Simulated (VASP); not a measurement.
Computed with r2SCAN meta-GGA, VASP's PBE PAW potentials (set 64) (plane waves; VASP 6.6.1).

Input for VASP

### INCAR
```
SYSTEM = Se
PREC = Accurate; ENCUT = 400; LREAL = F
LASPH = T
EDIFF = 1E-6; NELM = 100; ALGO = Normal
LMAXMIX = 4; LMIXTAU = T
ISMEAR = 0; SIGMA = 0.05
METAGGA = R2SCAN
IBRION = 2; NSW = 60; ISIF = 3
EDIFFG = -0.01
LWAVE = F; LCHARG = F
```

**POSCAR**
```
Se
1
    0.0000000000     2.7712810000     2.7712810000
    2.7712810000     0.0000000000     2.7712810000
    2.7712810000     2.7712810000     0.0000000000
Se
2
Direct
  0.7500000000   0.7500000000   0.7500000000
  0.5000000000   0.5000000000   0.5000000000
```

KPOINTS:
```
Automatic
0
Gamma
  8 8 8
```

POTCAR, in this order: Se (PBE.64 set). Program: vasp_std.

Energy and stress use the plane-wave basis of the starting cell.

**Question.** Estimate the energy per atom (σ→0), volume per atom, band gap (on the k-mesh).

**Answer.** 
| Quantity | Result |
|---|---|
| energy per atom (σ→0) | -13.636 eV/atom |
| band gap (on the k-mesh) | none (metal, semimetal or under 0.01 eV) |
| volume per atom | 31.04 Å³/atom |

### OSZICAR
```
...
DAV:   2    -0.272731504722E+02    0.50858E-04   -0.84268E-05   582   0.681E-02    0.272E-02
DAV:   3    -0.272731347706E+02    0.15702E-04   -0.58350E-05   588   0.545E-02    0.630E-03
DAV:   4    -0.272731368128E+02   -0.20422E-05   -0.14386E-06   438   0.117E-02    0.526E-03
DAV:   5    -0.272731392131E+02   -0.24003E-05   -0.52352E-07   352   0.931E-03    0.970E-04
DAV:   6    -0.272731377455E+02    0.14677E-05   -0.75690E-07   352   0.118E-02    0.323E-04
DAV:   7    -0.272731393908E+02   -0.16453E-05   -0.24584E-07   312   0.540E-03    0.135E-04
DAV:   8    -0.272731388493E+02    0.54143E-06   -0.29590E-08   296   0.187E-03
   5 F= -.27273139E+02 E0= -.27271963E+02  d E =-.245825E-04
```

The structure was generated: Se was put into the diamond type (Fd-3m), which need not be its known phase. This run relaxes it. Symmetry was kept, so distortions that lower it aren't found.
